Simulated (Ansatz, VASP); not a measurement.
# Cross-check of BeNi between VASP and Ansatz, part 2 of 2

Aim: how closely do two programs agree when they are given the same cell, functional and k mesh? The cell is taken from a series of runs on this material, whose earlier steps may have relaxed, scaled, displaced or heated it; both programs get it as it stands.

VASP 6.6.1 and Ansatz 0.2.0.

So far: Set-up; VASP: relaxation of cell and atoms, PBEsol, pair 1; Ansatz: relaxation of cell and atoms, PBEsol, pair 1; Differences.

## 5. VASP: relaxation of cell and atoms, PBEsol, pair 2

Level of this step: PBEsol, no spin polarisation; plane waves and PAW (Be, Ni) (VASP).

The relaxed volume is the usual yardstick between codes: in a stiff, nearly cubic crystal its relative difference is about their pressure difference at one cell divided by the bulk modulus.

INCAR reads:

```
SYSTEM = BeNi
PREC = Accurate
ENCUT = 600
EDIFF = 1E-07
NELM = 120
ISMEAR = 0
SIGMA = 0.1
LREAL = .FALSE.
ALGO = Normal
GGA = PS
NBANDS = 12
LASPH = .TRUE.
LORBIT = 11
LWAVE = .FALSE.
LCHARG = .FALSE.
ISIF = 3
IBRION = 2
NSW = 80
EDIFFG = -0.005
GGA_COMPAT = .FALSE.
NELMIN = 4
KPAR = 2
```

POSCAR reads:

```
BeNi
1.0
    2.5870000000      0.0000000000      0.0000000000
    0.0000000000      2.5870000000      0.0000000000
    0.0000000000      0.0000000000      2.5870000000
Be Ni
1 1
Direct
    0.0000000000      0.0000000000      0.0000000000
    0.5000000000      0.5000000000      0.5000000000
```

KPOINTS reads:

```
Automatic mesh
0
Gamma
14 14 14
0 0 0
```

The projector-augmented-wave data sets are Be and Ni (PBE family, release 64).

Launch:

```console
$ mpirun -np 2 vasp_std
```

Numbers of over 12 decimals in the logs are rounded to 6 here.

Log:

```text
[banner, memory and clock lines left out]
running    2 mpi-ranks, on    1 nodes
[...]
[... a notice as in an earlier step ...]

 LDA part: xc-table for (Slater+PW92), standard interpolation
 POSCAR, INCAR and KPOINTS ok, starting setup
[...]
entering main loop
       N       E                     dE             d eps       ncg     rms          rms(c)
DAV:   1     0.390567493103E+02    0.39057E+02   -0.67421E+03  2944   0.142E+03
DAV:   2    -0.121852486853E+02   -0.51242E+02   -0.47380E+02  2956   0.209E+02
DAV:   3    -0.139482257248E+02   -0.17630E+01   -0.17476E+01  3412   0.451E+01
DAV:   4    -0.139616899236E+02   -0.13464E-01   -0.13460E-01  3208   0.372E+00
[...]
DAV:  11    -0.111194093095E+02    0.16563E-04   -0.40850E-05  3272   0.524E-02    0.287E-02
DAV:  12    -0.111194015746E+02    0.77349E-05   -0.25921E-05  4384   0.552E-02    0.430E-03
DAV:  13    -0.111194015783E+02   -0.36657E-08   -0.49384E-07  3108   0.815E-03
   1 F= -.11119402E+02 E0= -.11116841E+02  d E =-.111194E+02
[...]
DAV:   5    -0.111195079350E+02   -0.19283E-06   -0.11925E-05  3348   0.381E-02    0.664E-03
DAV:   6    -0.111195079281E+02    0.69463E-08   -0.77595E-07  3588   0.794E-03
   2 F= -.11119508E+02 E0= -.11116962E+02  d E =-.106350E-03
 trial-energy change:   -0.000106  1 .order   -0.000064   -0.000377    0.000249
 step:   0.6891(harm=  0.6019)  dis= 0.00000  next Energy=   -11.119545 (dE=-0.144E-03)
[...]
N       E                     dE             d eps       ncg     rms          rms(c)
DAV:   1    -0.111202145612E+02   -0.70663E-03   -0.80535E-03  3224   0.142E+00    0.235E-01
DAV:   2    -0.111205944372E+02   -0.37988E-03   -0.20091E-02  3244   0.197E+00    0.256E-01
DAV:   3    -0.111195568334E+02    0.10376E-02   -0.71435E-03  3244   0.119E+00    0.343E-02
DAV:   4    -0.111195359701E+02    0.20863E-04   -0.48137E-05  3056   0.709E-02    0.283E-03
DAV:   5    -0.111195361692E+02   -0.19916E-06   -0.10239E-06  3428   0.106E-02    0.201E-03
DAV:   6    -0.111195364547E+02   -0.28547E-06   -0.61993E-08  1752   0.226E-03    0.837E-04
DAV:   7    -0.111195364970E+02   -0.42312E-07   -0.39632E-08  1520   0.289E-03
   3 F= -.11119536E+02 E0= -.11116987E+02  d E =-.134919E-03
[...]
reached required accuracy - stopping structural energy minimisation
```

OUTCAR, selected parts (step 5):

```text
  Total        0.0016748      0.0016748      0.0016748     -0.0000000      0.0000000     -0.0000000
  in kB        0.1555401      0.1555401      0.1555401     -0.0000000      0.0000000     -0.0000000
  external PRESSURE =       0.1555401 kB  Pullay stress =       0.0000000 kB

 POSITION                                       TOTAL-FORCE (eV/Angst)
 -----------------------------------------------------------------------------------
      0.00000      0.00000      0.00000        -0.000000     -0.000000      0.000000
      1.29195      1.29195      1.29195         0.000000      0.000000      0.000000
 -----------------------------------------------------------------------------------
    total drift:                                0.000000     -0.000000     -0.000000

  FREE ENERGIE OF THE ION-ELECTRON SYSTEM (eV)
  ---------------------------------------------------
  free  energy   TOTEN  =       -11.1195364970 eV

  energy  without entropy=      -11.1144365319  energy(sigma->0) =      -11.11698651

[... 1 part as in an earlier step ...]

[... 3 further parts left out ...]
[key lines of the parts left out:]
E-fermi :   9.1964
```

## 6. Ansatz: relaxation of cell and atoms, PBEsol, pair 2

The same cell, functional, mesh and smearing now go to Ansatz, which takes its cutoff from its data sets.

The cell is taken from a series of runs on this material, whose earlier steps may have relaxed, scaled, displaced or heated it; both programs get it as it stands.

input.yaml reads:

```yaml
crystal:
  lattice:
    - [2.58699959, 0.0, 0.0]
    - [0.0, 2.58699959, 0.0]
    - [0.0, 0.0, 2.58699959]
  atoms:
    - { symbol: Be, position: [0.0, 0.0, 0.0] }
    - { symbol: Ni, position: [0.5, 0.5, 0.5] }
kpoints:
  mp_grid: { grid: [14, 14, 14] }
hamiltonian:
  xc: pbesol
scf:
  occupations: { method: gaussian, width: 0.1 }
output:
  forces: true
  stress: true
  eigenvalues: true
relax:
  adjacent_minimum: "off"
  f_tol: 0.005
  max_steps: 80
  cell: { stress_tol: 0.05 }
```

Launch:

```console
$ ansatz run input.yaml --threads 4 --pin off --max-ram 7168MiB --backend cpu --events-out ev --progress --plain --runs-dir out
```

Log:

```text
[...]
Crystal: 2 atoms, lattice volume = 17.314 Å³
Basis set: ecut = 420 eV, 341 PW (Γ), exchange–correlation on 36×36×36 points (8 copies of the dense FFT grid, shifted against one another)
Bands: 14, of which v1, the nominal top of the filled ones, is band 10 counted from 1 (9 counted from 0)
Symmetry: 48 space group operations
[...]
k-points: 120 of 2744
[...]
k-point 119: bands = [... 6 lower, 10.5194, 14.5676, 14.5676, 20.9464, 20.9464, 20.9464, 21.4443, 21.4443]
--- Relaxed structure (3 steps of the walk, 3 accepted, 1 SCFs on fresh bases) ---
[...]
cell:  # Å, volume = 17.2357 Å³
    - [2.583112, 0, 0]
    - [0, 2.583112, 0.0]
    - [0, 0.0, 2.583112]
  atoms:
    - { symbol: Be, position: [0, 0, 0] }
    - { symbol: Ni, position: [0.5, 0.5, 0.5] }
[key lines of the parts left out:]
SCF converged after 9 iterations
Free energy (F): -5896.306317 eV
Fermi energy:    15.263123 eV
P = ⅓ Tr σ = 0.0035 GPa (0.035 kbar)
```

## 7. Comparison

What differs besides the data sets and the points named for the pairs above, as far as they apply: the data sets hold 20 valence electrons in Ansatz (on its default PAW (the set named soft_2) files) and 12 in VASP. Total energies have different zeros and are not compared.

Compared:

```tsv
quantity	Ansatz	VASP	difference
volume (Å³)	17.24	17.25	-0.09 %
edge a after relaxation, in the typed setting (Å)	2.583	2.584	-0.03 %
```

## 8. Ansatz: zone-centre phonons, PBEsol

Second derivatives magnify differences that forces hide, and they need a tight electronic threshold.

The cell is taken from a series of runs on this material, whose earlier steps may have relaxed, scaled, displaced or heated it; both programs get it as it stands.

input.yaml reads:

```yaml
crystal:
  lattice:
    - [2.5831122743, 0.0, 0.0]
    - [0.0, 2.5831122743, 0.0]
    - [0.0, 0.0, 2.5831122743]
  atoms:
    - { symbol: Be, position: [0.0, 0.0, 0.0] }
    - { symbol: Ni, position: [0.5, 0.5, 0.5] }
kpoints:
  mp_grid: { grid: [16, 16, 16] }
hamiltonian:
  xc: pbesol
scf:
  occupations: { method: methfessel_paxton, width: 0.15 }
output:
  eigenvalues: true
phonons:
  method: dfpt
```

Log:

```text
[...]
Crystal: 2 atoms, lattice volume = 17.236 Å³
Basis set: ecut = 420 eV, 341 PW (Γ), exchange–correlation on 36×36×36 points (8 copies of the dense FFT grid, shifted against one another)
Bands: 14, of which v1, the nominal top of the filled ones, is band 10 counted from 1 (9 counted from 0)
Symmetry: 48 space group operations
k-points: 405 of 4096 (irreducible under 8 space group operations, time reversal used)
[...]
k mesh reduced under 8 symmetry operations, with k and −k counted as one. Each operation leaves every solved perturbation unchanged. A smaller set is not used because it would not reduce the number of displacements times k-points to solve
  ASR residual: 2.428e-5 → 0.000e0 eV/Å²; symmetrization residual: 7.925e-7 eV/Å²
  ASR residual per site (eV/Å²): 2.09e-5 2.43e-5
  Γ frequencies (cm⁻¹): 0.00 0.00 0.00 499.04 499.04 499.04
  non-analytic LO–TO correction: not included (Born effective charges unavailable; polar crystals: no LO–TO splitting at Γ)
[key lines of the parts left out:]
SCF converged after 7 iterations
Free energy (F): -5896.302796 eV
Fermi energy:    15.281551 eV
```

## 9. VASP: zone-centre phonons, PBEsol

The same cell, functional, mesh and smearing now go to VASP, with its own data sets.

INCAR reads:

```
SYSTEM = BeNi
PREC = Accurate
ENCUT = 600
EDIFF = 1E-08
NELM = 120
ISMEAR = 1
SIGMA = 0.15
LREAL = .FALSE.
ALGO = Normal
GGA = PS
NBANDS = 12
LASPH = .TRUE.
LORBIT = 11
LWAVE = .FALSE.
LCHARG = .FALSE.
ISIF = 2
IBRION = 8
GGA_COMPAT = .FALSE.
KPAR = 2
```

POSCAR reads:

```
BeNi
1.0
    2.5831122743      0.0000000000      0.0000000000
    0.0000000000      2.5831122743      0.0000000000
    0.0000000000      0.0000000000      2.5831122743
Be Ni
1 1
Direct
    0.0000000000      0.0000000000      0.0000000000
    0.5000000000      0.5000000000      0.5000000000
```

KPOINTS reads:

```
Automatic mesh
0
Gamma
16 16 16
0 0 0
```

Launch:

```console
$ mpirun -np 2 vasp_std
```

Log:

```text
[... set-up lines as in an earlier step ...]
 entering main loop
       N       E                     dE             d eps       ncg     rms          rms(c)
DAV:   1     0.390119379456E+02    0.39012E+02   -0.68840E+03  4024   0.143E+03
DAV:   2    -0.122370092206E+02   -0.51249E+02   -0.47597E+02  4072   0.209E+02
DAV:   3    -0.139535184607E+02   -0.17165E+01   -0.17001E+01  4656   0.448E+01
DAV:   4    -0.139672005558E+02   -0.13682E-01   -0.13677E-01  4344   0.371E+00
[...]
DAV:  13    -0.111161114660E+02    0.33808E-07   -0.57681E-07  4440   0.888E-03    0.925E-04
DAV:  14    -0.111161114032E+02    0.62758E-07   -0.17582E-08  3192   0.168E-03    0.952E-05
DAV:  15    -0.111161113952E+02    0.79617E-08   -0.29489E-09  2280   0.472E-04
   1 F= -.11116111E+02 E0= -.11115981E+02  d E =-.392365E-03
 Linear response reoptimize wavefunctions to high precision
DAV:   1    -0.111161114040E+02   -0.87327E-08   -0.57260E-10  2428   0.377E-04
DAV:   2    -0.111161114040E+02   -0.10004E-10   -0.68481E-11  2168   0.841E-05
 Linear response DOF=           2
 Linear response progress:
[...]
RMM:   8    -0.840833988996E-02    0.52540E-07    0.56362E-10 17321   0.398E-04    0.265E-05
RMM:   9    -0.840835308955E-02   -0.13200E-07   -0.73314E-10 17691   0.121E-04    0.131E-05
RMM:  10    -0.840834412344E-02    0.89661E-08    0.23792E-11 17837   0.401E-05    0.382E-06
 first order change of Fermi-energy  -0.34632E-03
 force on displaced ion       1 direction 1 :  -7.197  -0.000   0.000
 Linear response progress:
  Degree of freedom:   2/  2
       N       E                     dE             d eps       ncg     rms          rms(c)
RMM:   1    -0.181914253091E+00   -0.18191E+00   -0.91140E-02 13899   0.267E+00
RMM:   2    -0.181243405915E+00    0.67085E-03   -0.18004E-03 14919   0.502E-01    0.163E-01
RMM:   3    -0.181029615493E+00    0.21379E-03   -0.14327E-04 15933   0.107E-01    0.977E-02
RMM:   4    -0.181357001725E+00   -0.32739E-03   -0.29253E-04 16664   0.137E-01    0.890E-03
[...]
RMM:  11    -0.181327236362E+00    0.13476E-06   -0.29719E-10 18801   0.352E-05    0.294E-06
RMM:  12    -0.181327259785E+00   -0.23422E-07   -0.36813E-10 18252   0.191E-05    0.123E-06
RMM:  13    -0.181327255915E+00    0.38694E-08   -0.35879E-10 17369   0.130E-05    0.360E-07
 first order change of Fermi-energy   0.26610E-02
 force on displaced ion       2 direction 1 :  -7.187  -0.000   0.000
 Linear response finished
```

OUTCAR, selected parts (step 9):

```text
  Total        0.0204922      0.0204922      0.0204922     -0.0000000     -0.0000000      0.0000000
  in kB        1.9048918      1.9048918      1.9048918     -0.0000000     -0.0000000      0.0000000
  external PRESSURE =       1.9048918 kB  Pullay stress =       0.0000000 kB

 POSITION                                       TOTAL-FORCE (eV/Angst)
 -----------------------------------------------------------------------------------
      0.00000      0.00000      0.00000         0.000000      0.000000      0.000000
      1.29156      1.29156      1.29156         0.000000      0.000000      0.000000
 -----------------------------------------------------------------------------------
    total drift:                                0.000000     -0.000000     -0.000000

[... 1 part as in an earlier step ...]

[... 1 further part left out ...]
```

## 10. Comparison

What differs besides the data sets and the points named for the pairs above, as far as they apply: the data sets hold 20 valence electrons in Ansatz (on its default PAW (the set named soft_2) files) and 12 in VASP. Total energies have different zeros and are not compared.

Both answers:

```tsv
quantity	Ansatz	VASP	difference
optical mode 1 to 3 (cm⁻¹)	499.0	500.4	-0.28 %
```

Modes are paired by rising frequency, not by their patterns, so a pair may set unlike modes beside each other; they are those without the splitting of longitudinal modes.

## 11. Outcome

```json
{"difference in volume (relaxation of cell and atoms, PBEsol, pair 1)": "-0.088 %", "difference in volume (relaxation of cell and atoms, PBEsol, pair 2)": "-0.091 %", "r.m.s. difference of the optical zone-centre modes, each program's sorted by frequency (zone-centre phonons, PBEsol)": "1.4 cm⁻¹"}
```

The difference in volume is -0.091 % (relaxation of cell and atoms, PBEsol, pair 2), within the 1.2 % picked in this series as the mark of a large difference, as far as the stopping tolerances let one tell. The data sets hold unlike numbers of valence electrons (20 in Ansatz and 12 in VASP), so part of the differences comes from the potentials. Such differences can come from data sets, numerical settings and the points named under the comparisons, not from the functional's error against experiment.

[Lines on the potential files, build, host, timing and source positions are cut from VASP's logs without a mark.]

[Logs are printed without paths, hosts, clocks, repeated set-up lines and the standing remarks that a program may print on its own settings, such as how far it seeks lower states.]

[Hosts, paths, dates, database ids (printed as entryN), source tags and the programs' standing remarks are cut or masked in the printed files.]
